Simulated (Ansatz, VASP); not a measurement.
# ZnO (zincite): VASP beside Ansatz

One calculation is typed for both programs; each brings its own data sets. How far apart do they land? The cell is taken from a series of runs on this material, whose earlier steps may have relaxed, scaled, displaced or heated it; both programs get it as it stands.

Program: Ansatz 0.2.0. Level of theory: plane waves, with VASP 6.6.1 beside it; PBE. Results are calculated unless marked as measured.

**1. Starting point**

Symmetry: P6_3mc, No. 186, hexagonal system. Conventional cell: a = 3.344 Å, b = 3.344 Å, c = 5.400 Å, α = 90.00°, β = 90.00°, γ = 120.00°. Nearest to O lie 4 Zn at 2.04 to 2.05 Å. Zn has 4 O at 2.04 to 2.05 Å nearest. Farther neighbours and most contacts between anions are not listed.

As a file:

```
O Zn
1.0
     3.34370    0.00000    0.00000
    -1.67185    2.89573    0.00000
     0.00000    0.00000    5.39987
O Zn
2 2
Cartesian
  1.6719 0.9652 2.0467
  0.0000 1.9305 4.7466
  0.0000 1.9305 2.6999
  1.6719 0.9652 5.3998
```

**2. VASP: zone-centre phonons, PBE**

Second derivatives magnify differences that forces hide, and they need a tight electronic threshold.

Lines of VASP's logs that name or quote its potential files are left out, and so is its time.

File INCAR:

```
SYSTEM = ZnO
PREC = Accurate
ENCUT = 600
EDIFF = 1E-08
NELM = 120
ISMEAR = 0
SIGMA = 0.01
LREAL = .FALSE.
ALGO = Normal
GGA = PE
NBANDS = 24
LORBIT = 11
LWAVE = .FALSE.
LCHARG = .FALSE.
ISIF = 2
IBRION = 8
LEPSILON = .TRUE.
LASPH = .TRUE.
GGA_COMPAT = .FALSE.
EFERMI = MIDGAP
KPAR = 2
```

File POSCAR:

```
ZnO
1.0
    3.3437027079      0.0000000000      0.0000000000
   -1.6718513540      2.8957314877      0.0000000000
    0.0000000000      0.0000000000      5.3998654903
O Zn
2 2
Direct
    0.6666666667      0.3333333333      0.3790214220
    0.3333333333      0.6666666667      0.8790214220
    0.3333333333      0.6666666667      0.4999885780
    0.6666666667      0.3333333333      0.9999885780
```

File KPOINTS:

```
Automatic mesh
0
Gamma
15 15 10
0 0 0
```

Potentials, in the order of the species: O and Zn (PBE family, release 64).

Launch:

```bash
mpirun -np 2 vasp_std
```

Numbers of over 12 decimals in the logs are rounded to 6 here.

Output:

```text
[banner, memory and clock lines left out]
running    2 mpi-ranks, on    1 nodes
 distrk:  each k-point on    1 cores,    2 groups
 distr:  one band on    1 cores,    1 groups

 POSCAR found type information on POSCAR O Zn
 POSCAR found :  2 types and       4 ions
 LDA part: xc-table for (Slater+PW92), standard interpolation
 POSCAR, INCAR and KPOINTS ok, starting setup
 FFT: planning ... GRIDC
 FFT: planning ... GRID_SOFT
 FFT: planning ... GRID
 WAVECAR not read
 entering main loop
       N       E                     dE             d eps       ncg     rms          rms(c)
DAV:   1     0.298482842408E+03    0.29848E+03   -0.20060E+04  7800   0.232E+03
DAV:   2     0.975867944922E+01   -0.28872E+03   -0.27403E+03  8544   0.442E+02
DAV:   3    -0.205466404233E+02   -0.30305E+02   -0.30040E+02  8792   0.146E+02
DAV:   4    -0.210782790565E+02   -0.53164E+00   -0.53120E+00  9064   0.206E+01
DAV:   5    -0.210816243957E+02   -0.33453E-02   -0.33453E-02  8824   0.156E+00    0.132E+01
DAV:   6    -0.177011161822E+02    0.33805E+01   -0.96913E+00 13744   0.703E+01    0.780E+00
DAV:   7    -0.178544484246E+02   -0.15333E+00   -0.27305E+00  8432   0.186E+01    0.468E+00
DAV:   8    -0.178667895851E+02   -0.12341E-01   -0.67523E-01 10488   0.771E+00    0.165E+00
DAV:   9    -0.178138617127E+02    0.52928E-01   -0.13522E-01 11560   0.691E+00    0.316E-01
DAV:  10    -0.178164114116E+02   -0.25497E-02   -0.39227E-02  7904   0.155E+00    0.123E-01
DAV:  11    -0.178165478940E+02   -0.13648E-03   -0.94108E-04  9536   0.686E-01    0.704E-02
DAV:  12    -0.178165205190E+02    0.27375E-04   -0.30511E-04 11160   0.478E-01    0.176E-02
DAV:  13    -0.178165389352E+02   -0.18416E-04   -0.61688E-05  8648   0.851E-02    0.199E-02
DAV:  14    -0.178165337947E+02    0.51404E-05   -0.16588E-05  9240   0.360E-02    0.329E-03
DAV:  15    -0.178165334859E+02    0.30881E-06   -0.17984E-06  8568   0.141E-02    0.114E-03
DAV:  16    -0.178165333609E+02    0.12507E-06   -0.67347E-08  9272   0.274E-03    0.530E-04
DAV:  17    -0.178165333240E+02    0.36852E-07   -0.10231E-08  5896   0.250E-03    0.137E-04
DAV:  18    -0.178165333291E+02   -0.51205E-08   -0.18816E-09  4432   0.580E-04
   1 F= -.17816533E+02 E0= -.17816533E+02  d E =0.000000E+00
 Linear response reoptimize wavefunctions to high precision
DAV:   1    -0.178165333308E+02   -0.16844E-08   -0.80448E-10  4752   0.390E-04
DAV:   2    -0.178165333309E+02   -0.49113E-10   -0.32587E-10  4224   0.167E-04
 Linear response G [H, r] |phi>, progress :
  Direction:   1
       N       E                     dE             d eps       ncg     rms
RMM:   1    -0.874694310426E+02   -0.87469E+02    0.33501E+02 15710   0.104E+02
RMM:   2    -0.933442278163E+02   -0.58748E+01   -0.11059E+01 11525   0.355E+01
RMM:   3    -0.937914030549E+02   -0.44718E+00   -0.87674E-01 13781   0.669E+00
RMM:   4    -0.937930588774E+02   -0.16558E-02   -0.15617E-02 13520   0.947E-01
RMM:   5    -0.937933527504E+02   -0.29387E-03   -0.11329E-03 14154   0.204E-01
RMM:   6    -0.937933517752E+02    0.97515E-06   -0.60055E-05 14149   0.409E-02
RMM:   7    -0.937933536439E+02   -0.18686E-05   -0.14998E-05 14331   0.106E-02
RMM:   8    -0.937933530221E+02    0.62172E-06    0.20851E-05 13546   0.320E-03
RMM:   9    -0.937933528985E+02    0.12362E-06   -0.36693E-05 10203   0.145E-03
RMM:  10    -0.937933530007E+02   -0.10223E-06   -0.41891E-05  8933   0.994E-04
RMM:  11    -0.937933528903E+02    0.11039E-06   -0.43505E-05  7907   0.858E-04
RMM:  12    -0.937933529738E+02   -0.83483E-07   -0.42880E-05  7152   0.855E-04
RMM:  13    -0.937933529036E+02    0.70279E-07   -0.42528E-05  6918   0.825E-04
RMM:  14    -0.937933529372E+02   -0.33639E-07   -0.45327E-05  6775   0.845E-04
 Linear response G [H, r] |phi>, progress :
  Direction:   2
       N       E                     dE             d eps       ncg     rms
RMM:   1    -0.925660719098E+02   -0.92566E+02    0.25411E+02 15652   0.101E+02
RMM:   2    -0.988230759112E+02   -0.62570E+01   -0.10681E+01 11624   0.344E+01
RMM:   3    -0.992559180298E+02   -0.43284E+00   -0.86128E-01 13827   0.644E+00
RMM:   4    -0.992574505939E+02   -0.15326E-02   -0.16283E-02 13707   0.906E-01
RMM:   5    -0.992576317671E+02   -0.18117E-03   -0.67708E-04 14166   0.182E-01
RMM:   6    -0.992576522509E+02   -0.20484E-04   -0.19205E-05 14279   0.384E-02
RMM:   7    -0.992576555470E+02   -0.32961E-05    0.11380E-05 14417   0.102E-02
RMM:   8    -0.992576570244E+02   -0.14774E-05    0.17601E-04 13505   0.319E-03
RMM:   9    -0.992576571674E+02   -0.14294E-06    0.16619E-04 10037   0.154E-03
RMM:  10    -0.992576573427E+02   -0.17530E-06    0.10776E-04  8865   0.109E-03
RMM:  11    -0.992576572671E+02    0.75538E-07    0.86031E-05  7956   0.972E-04
RMM:  12    -0.992576573887E+02   -0.12156E-06    0.13465E-04  7167   0.947E-04
RMM:  13    -0.992576573143E+02    0.74396E-07    0.70820E-05  6948   0.933E-04
RMM:  14    -0.992576573603E+02   -0.45998E-07    0.11663E-04  6799   0.934E-04
[...]
RMM:   5    -0.708910578653E+00   -0.37365E-02   -0.36759E-04 48014   0.145E-01    0.146E-02
RMM:   6    -0.709351557616E+00   -0.44098E-03   -0.43860E-06 51143   0.261E-02    0.853E-03
RMM:   7    -0.709385994552E+00   -0.34437E-04   -0.31985E-06 50241   0.119E-02    0.151E-03
RMM:   8    -0.709490489558E+00   -0.10450E-03   -0.17387E-09 52003   0.279E-03    0.555E-04
[...]
RMM:  12    -0.705611472910E+00    0.60047E-06   -0.11870E-08  6913   0.541E-05    0.301E-06
 change of polarisation eV/A/(eV/A) component  3 :    -0.178    -0.150     1.334
 dielectric tensor                  component  3 :    -0.615    -0.520     5.617
 Linear response DOF=           4
 Linear response progress:
  Degree of freedom:   1/  4
       N       E                     dE             d eps       ncg     rms          rms(c)
RMM:   1    -0.365699307713E+00   -0.36570E+00    0.55630E-01119469   0.400E+00
RMM:   2    -0.359034793972E+00    0.66645E-02   -0.94227E-03 79546   0.934E-01    0.175E-01
RMM:   3    -0.360265836916E+00   -0.12310E-02   -0.73519E-04 89296   0.204E-01    0.101E-01
RMM:   4    -0.361747126938E+00   -0.14813E-02   -0.26635E-04 79531   0.104E-01    0.151E-02
RMM:   5    -0.361716469452E+00    0.30657E-04   -0.12865E-05 95622   0.260E-02    0.327E-03
RMM:   6    -0.361660514513E+00    0.55955E-04   -0.61186E-07 85109   0.495E-03    0.101E-03
RMM:   7    -0.361657058446E+00    0.34561E-05   -0.12662E-07 95542   0.169E-03    0.270E-04
RMM:   8    -0.361656216531E+00    0.84192E-06   -0.48331E-09 96062   0.466E-04    0.753E-05
RMM:   9    -0.361655977441E+00    0.23909E-06    0.88027E-10 96445   0.972E-05    0.269E-05
RMM:  10    -0.361655955052E+00    0.22389E-07    0.15562E-09 95439   0.511E-05    0.715E-06
RMM:  11    -0.361656005834E+00   -0.50782E-07    0.12013E-09 95223   0.205E-05    0.365E-06
RMM:  12    -0.361656016944E+00   -0.11110E-07    0.31492E-09 84439   0.900E-06    0.665E-07
RMM:  13    -0.361656013884E+00    0.30602E-08    0.80728E-10 70749   0.650E-06    0.319E-07
 first order change of Fermi-energy  -0.15385E-01
 force on displaced ion       1 direction 1 :  -5.958  -0.000   0.000
 Born effective charge ion    1 direction 1 :  -2.158   0.000   0.000
 Linear response progress:
  Degree of freedom:   2/  4
       N       E                     dE             d eps       ncg     rms          rms(c)
RMM:   1    -0.383507285918E+00   -0.38351E+00    0.54880E-01 25132   0.394E+00
RMM:   2    -0.375587558114E+00    0.79197E-02   -0.97987E-03 16345   0.963E-01    0.233E-01
RMM:   3    -0.376644038946E+00   -0.10565E-02   -0.10374E-03 17429   0.237E-01    0.120E-01
RMM:   4    -0.377818726632E+00   -0.11747E-02   -0.37190E-04 16878   0.114E-01    0.265E-02
RMM:   5    -0.377920851811E+00   -0.10213E-03   -0.18416E-05 18749   0.317E-02    0.966E-03
RMM:   6    -0.377863089692E+00    0.57762E-04   -0.30324E-06 18485   0.126E-02    0.154E-03
RMM:   7    -0.377857242370E+00    0.58473E-05   -0.47775E-07 19602   0.285E-03    0.659E-04
RMM:   8    -0.377860473946E+00   -0.32316E-05   -0.50500E-07 17762   0.119E-03    0.323E-04
RMM:   9    -0.377855587660E+00    0.48863E-05   -0.62624E-08 19378   0.552E-04    0.517E-05
RMM:  10    -0.377855228549E+00    0.35911E-06   -0.28161E-08 18303   0.137E-04    0.373E-05
RMM:  11    -0.377855667529E+00   -0.43898E-06   -0.11990E-08 19116   0.766E-05    0.774E-06
RMM:  12    -0.377855630440E+00    0.37088E-07   -0.16392E-09 20238   0.187E-05    0.436E-06
RMM:  13    -0.377855646981E+00   -0.16541E-07   -0.19378E-10 17944   0.120E-05    0.839E-07
RMM:  14    -0.377855656895E+00   -0.99135E-08   -0.15154E-10 15988   0.643E-06    0.382E-07
 first order change of Fermi-energy   0.90773E-01
 force on displaced ion       1 direction 3 :  -0.000  -0.000  -8.916
 Born effective charge ion    1 direction 3 :   0.000  -0.000  -2.211
 Linear response progress:
  Degree of freedom:   3/  4
       N       E                     dE             d eps       ncg     rms          rms(c)
RMM:   1    -0.210224825216E+00   -0.21022E+00    0.49656E-03 91709   0.232E+00
RMM:   2    -0.209140820633E+00    0.10840E-02   -0.40122E-03 80852   0.526E-01    0.163E-01
RMM:   3    -0.208712107021E+00    0.42871E-03   -0.14813E-04 95433   0.870E-02    0.970E-02
RMM:   4    -0.208095845583E+00    0.61626E-03   -0.28626E-05 94563   0.458E-02    0.515E-03
RMM:   5    -0.208045154864E+00    0.50691E-04   -0.97150E-07 97905   0.533E-03    0.155E-03
RMM:   6    -0.208028913868E+00    0.16241E-04   -0.31160E-07 95999   0.237E-03    0.466E-04
RMM:   7    -0.208024558268E+00    0.43556E-05   -0.30345E-08 97114   0.940E-04    0.802E-05
RMM:   8    -0.208024841345E+00   -0.28308E-06    0.14558E-08 97394   0.978E-05    0.395E-05
RMM:   9    -0.208024952896E+00   -0.11155E-06    0.13917E-08 95707   0.740E-05    0.513E-06
RMM:  10    -0.208024931648E+00    0.21247E-07    0.10262E-08 98844   0.147E-05    0.263E-06
RMM:  11    -0.208024918492E+00    0.13157E-07    0.28103E-09 82190   0.779E-06    0.988E-07
RMM:  12    -0.208024922869E+00   -0.43773E-08   -0.47504E-10 78366   0.606E-06    0.192E-07
 first order change of Fermi-energy   0.26430E-01
 force on displaced ion       3 direction 1 :  -5.356   0.000  -0.000
 Born effective charge ion    3 direction 1 :   2.157  -0.000  -0.000
 Linear response progress:
  Degree of freedom:   4/  4
       N       E                     dE             d eps       ncg     rms          rms(c)
RMM:   1    -0.219098996650E+00   -0.21910E+00    0.91800E-03 19712   0.236E+00
RMM:   2    -0.216985201983E+00    0.21138E-02   -0.35587E-03 17259   0.556E-01    0.159E-01
RMM:   3    -0.216426107192E+00    0.55909E-03   -0.23464E-04 19191   0.109E-01    0.997E-02
RMM:   4    -0.215934649526E+00    0.49146E-03   -0.19400E-04 19704   0.752E-02    0.435E-02
RMM:   5    -0.215625623913E+00    0.30903E-03   -0.13956E-04 18912   0.375E-02    0.585E-03
RMM:   6    -0.215599981975E+00    0.25642E-04    0.15791E-05 20632   0.849E-03    0.322E-03
RMM:   7    -0.215596683852E+00    0.32981E-05    0.13045E-05 17579   0.557E-03    0.696E-04
RMM:   8    -0.215598554369E+00   -0.18705E-05   -0.44786E-07 20650   0.199E-03    0.303E-04
RMM:   9    -0.215600065750E+00   -0.15114E-05   -0.15031E-06 20230   0.494E-04    0.924E-05
RMM:  10    -0.215600374556E+00   -0.30881E-06    0.60695E-07 18780   0.189E-04    0.321E-05
RMM:  11    -0.215600556404E+00   -0.18185E-06    0.11873E-07 20740   0.847E-05    0.900E-06
RMM:  12    -0.215600581915E+00   -0.25511E-07   -0.83018E-08 18862   0.301E-05    0.542E-06
RMM:  13    -0.215600560636E+00    0.21279E-07    0.37017E-08 20285   0.130E-05    0.957E-07
RMM:  14    -0.215600568441E+00   -0.78051E-08    0.61887E-09 16242   0.545E-06    0.449E-07
 first order change of Fermi-energy  -0.90881E-01
 force on displaced ion       3 direction 3 :   0.000  -0.000  -8.822
 Born effective charge ion    3 direction 3 :   0.000   0.000   2.211
 Born effective charges drift removed
 Linear response finished
```

(Part 1 of 3 ends here.)

[Lines on the potential files, build, host, timing and source positions are cut from VASP's logs without a mark.]

[Logs are printed without paths, hosts, clocks, repeated set-up lines and the standing remarks that a program may print on its own settings, such as how far it seeks lower states.]

[Hosts, paths, dates, database ids (printed as entryN), source tags and the programs' standing remarks are cut or masked in the printed files.]
